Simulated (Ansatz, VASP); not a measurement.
# P: VASP beside Ansatz, part 2 of 2

One calculation is typed for both programs; each brings its own data sets. How far apart do they land? The cell is taken from a series of runs on this material, whose earlier steps may have relaxed, scaled, displaced or heated it; both programs get it as it stands.

VASP 6.6.1 and Ansatz 0.2.0.

So far: Set-up; Ansatz: relaxation of cell and atoms, PBE with D3(BJ), pair 1; VASP: relaxation of cell and atoms, PBE with D3(BJ), pair 1; Side by side.

## Step 5: Ansatz: relaxation of cell and atoms, PBE with D3(BJ), pair 2

Level of this step: Ansatz beside VASP: Kohn-Sham DFT, plane waves, PBE with D3(BJ) (Ansatz).

The relaxed volume is the usual yardstick between codes: in a stiff, nearly cubic crystal its relative difference is about their pressure difference at one cell divided by the bulk modulus.

The cell is taken from a series of runs on this material, whose earlier steps may have relaxed, scaled, displaced or heated it; both programs get it as it stands.

input.yaml

```yaml
crystal:
  lattice:
    - [1.6617394201, -5.0964912025, 0.0]
    - [1.6617394201, 5.0964912025, 0.0]
    - [0.0, 0.0, 4.1631917601]
  atoms:
    - { symbol: P, position: [0.8935851456, 0.1064148544, 0.071814175] }
    - { symbol: P, position: [0.6064148544, 0.3935851456, 0.571814175] }
    - { symbol: P, position: [0.1064148544, 0.8935851456, 0.928185825] }
    - { symbol: P, position: [0.3935851456, 0.6064148544, 0.428185825] }
kpoints:
  mp_grid: { grid: [16, 16, 10] }
hamiltonian:
  xc: pbe
  dispersion: d3bj
  pseudopotentials: { kind: paw, azcp: { folder: soft_1 } }
scf:
  occupations: { method: methfessel_paxton, width: 0.2 }
  lower_state_search: "off"
output:
  forces: true
  stress: true
  eigenvalues: true
relax:
  adjacent_minimum: "off"
  f_tol: 0.001
  max_steps: 60
  cell: { stress_tol: 0.01 }
```

The run is started by

```console
$ ansatz run input.yaml --threads 8 --pin off --max-ram 16384MiB --backend cpu --events-out ev --progress --plain --runs-dir out
```

Numbers of over 12 decimals in the logs are rounded to 6 here.

What it wrote:

```text
[...]
Crystal: 4 atoms, lattice volume = 70.516 Å³
Basis set: ecut = 420 eV, 1381 PW (Γ), exchange–correlation on 72×72×60 points (8 copies of the dense FFT grid, shifted against one another)
Bands: 14, of which v1, the nominal top of the filled ones, is band 10 counted from 1 (9 counted from 0)
Symmetry: 8 space group operations
[...]
k-points: 438 of 2560
[...]
cell:  # Å, volume = 70.5676 Å³
    - [1.661085, -5.097311, -3.164673647894043e-19]
    - [1.661085, 5.097311, 3.164673647893938e-19]
    - [0, 2.5851399974662997e-19, 4.167179]
  atoms:
    - { symbol: P, position: [0.893626, 0.106374, 0.071954] }
    - { symbol: P, position: [0.606374, 0.393626, 0.571954] }
    - { symbol: P, position: [0.106374, 0.893626, 0.928046] }
    - { symbol: P, position: [0.393626, 0.606374, 0.428046] }
[key lines of the parts left out:]
SCF converged after 7 iterations
Free energy (F): -3024.157474 eV
Fermi energy:    8.536553 eV
P = ⅓ Tr σ = -0.0000 GPa (-0.000 kbar)
```

## Step 6: VASP: relaxation of cell and atoms, PBE with D3(BJ), pair 2

The same cell, functional, mesh and smearing now go to VASP, with its own data sets.

INCAR

```
SYSTEM = P
PREC = Accurate
ENCUT = 500
EDIFF = 1E-07
NELM = 120
ISMEAR = 1
SIGMA = 0.2
LREAL = .FALSE.
ALGO = Normal
GGA = PE
IVDW = 12
NBANDS = 16
LORBIT = 11
LWAVE = .FALSE.
LCHARG = .FALSE.
ISIF = 3
IBRION = 2
NSW = 80
EDIFFG = -0.005
LASPH = .TRUE.
GGA_COMPAT = .FALSE.
NELMIN = 4
KPAR = 2
```

POSCAR

```
P
1.0
    1.6617390000     -5.0964910000      0.0000000000
    1.6617390000      5.0964910000      0.0000000000
    0.0000000000      0.0000000000      4.1631920000
P
4
Direct
    0.8935851157      0.1064148843      0.0718141272
    0.6064148843      0.3935851157      0.5718141272
    0.1064148843      0.8935851157      0.9281858728
    0.3935851157      0.6064148843      0.4281858728
```

KPOINTS

```
Automatic mesh
0
Gamma
16 16 10
0 0 0
```

PAW data sets: P (PBE family, release 64).

The run is started by

```console
$ mpirun -np 2 vasp_std
```

What it wrote:

```text
[... set-up lines as in an earlier step ...]
 entering main loop
       N       E                     dE             d eps       ncg     rms          rms(c)
DAV:   1     0.556123867386E+02    0.55612E+02   -0.83193E+03 14016   0.104E+03
DAV:   2    -0.184406631829E+02   -0.74053E+02   -0.71456E+02 19192   0.159E+02
DAV:   3    -0.214818089981E+02   -0.30411E+01   -0.30271E+01 19176   0.344E+01
DAV:   4    -0.215105046534E+02   -0.28696E-01   -0.28688E-01 17544   0.401E+00
[...]
DAV:  11    -0.213750174174E+02   -0.77479E-05   -0.11526E-05 17512   0.257E-02    0.873E-03
DAV:  12    -0.213750178655E+02   -0.44812E-06   -0.56728E-07 17704   0.513E-03    0.264E-03
DAV:  13    -0.213750178184E+02    0.47159E-07   -0.10317E-07 10544   0.226E-03
   1 F= -.22967687E+02 E0= -.22968003E+02  d E =-.229677E+02
[... from here on, the cycles between the ionic steps are left out ...]
   2 F= -.22967868E+02 E0= -.22968170E+02  d E =-.181257E-03
   3 F= -.22968180E+02 E0= -.22968488E+02  d E =-.493446E-03
   4 F= -.22968180E+02 E0= -.22968488E+02  d E =-.493362E-03
   5 F= -.22968221E+02 E0= -.22968526E+02  d E =-.413041E-04
   6 F= -.22968309E+02 E0= -.22968603E+02  d E =-.128741E-03
   7 F= -.22968319E+02 E0= -.22968594E+02  d E =-.138384E-03
   8 F= -.22968341E+02 E0= -.22968625E+02  d E =-.161110E-03
   9 F= -.22968369E+02 E0= -.22968649E+02  d E =-.278754E-04
  10 F= -.22968379E+02 E0= -.22968656E+02  d E =-.381197E-04
  11 F= -.22968384E+02 E0= -.22968660E+02  d E =-.439996E-05
 trial-energy change:   -0.000004  1 .order   -0.000004   -0.000006   -0.000003
 step:   1.0451(harm=  1.0451)  dis= 0.00014  next Energy=   -22.968385 (dE=-0.588E-05)
 reached required accuracy - stopping structural energy minimisation
```

Parts of OUTCAR (step 6):

```text
 Edisp (eV)   -1.58950

 Edisp (eV)   -1.58949

  Total      -0.00941    -0.00265     0.00535     0.00000    -0.00000     0.00000
  in kB      -0.21346    -0.06013     0.12144     0.00000    -0.00000     0.00000
  external pressure =       -0.05 kB  Pullay stress =        0.00 kB

 POSITION                                       TOTAL-FORCE (eV/Angst)
 -----------------------------------------------------------------------------------
      1.65816     -4.01668      0.30458         0.000000     -0.000618     -0.002659
      1.65816     -1.08097      2.39383         0.000000      0.000618     -0.002659
      1.65816      4.01668      3.87393         0.000000      0.000618      0.002659
      1.65816      1.08097      1.78468         0.000000     -0.000618      0.002659
 -----------------------------------------------------------------------------------
    total drift:                                0.000000     -0.000000      0.000000

  FREE ENERGIE OF THE ION-ELECTRON SYSTEM (eV)
  ---------------------------------------------------
  free  energy   TOTEN  =       -22.9683837685 eV

  energy  without entropy=      -22.9692138166  energy(sigma->0) =      -22.96866045

[... 1 part as in an earlier step ...]

[... 3 further parts left out ...]
[key lines of the parts left out:]
E-fermi :   7.4256
```

## Step 7: Side by side

Both answers:

```tsv
quantity	Ansatz	VASP	difference
volume (Å³)	70.57	70.64	-0.10 %
edge a after relaxation, in the typed setting (Å)	5.361	5.361	+0.01 %
edge c after relaxation, in the typed setting (Å)	4.167	4.178	-0.27 %
```

## Step 8: Results

```
difference in edge c after relaxation, in the typed setting (relaxation of cell and atoms, PBE with D3(BJ), pair 1) : -0.28 %
difference in edge c after relaxation, in the typed setting (relaxation of cell and atoms, PBE with D3(BJ), pair 2) : -0.27 %
```

In words: The difference in edge c after relaxation, in the typed setting is -0.28 % (relaxation of cell and atoms, PBE with D3(BJ), pair 1), within the 1.2 % picked in this series as the mark of a large difference, as far as the stopping tolerances let one tell. How closely two codes agree says nothing of how well the functional describes the real material.

[Lines on the potential files, build, host, timing and source positions are cut from VASP's logs without a mark.]

[Logs are printed without paths, hosts, clocks, repeated set-up lines and the standing remarks that a program may print on its own settings, such as how far it seeks lower states.]

[Hosts, paths, dates, database ids (printed as entryN), source tags and the programs' standing remarks are cut or masked in the printed files.]
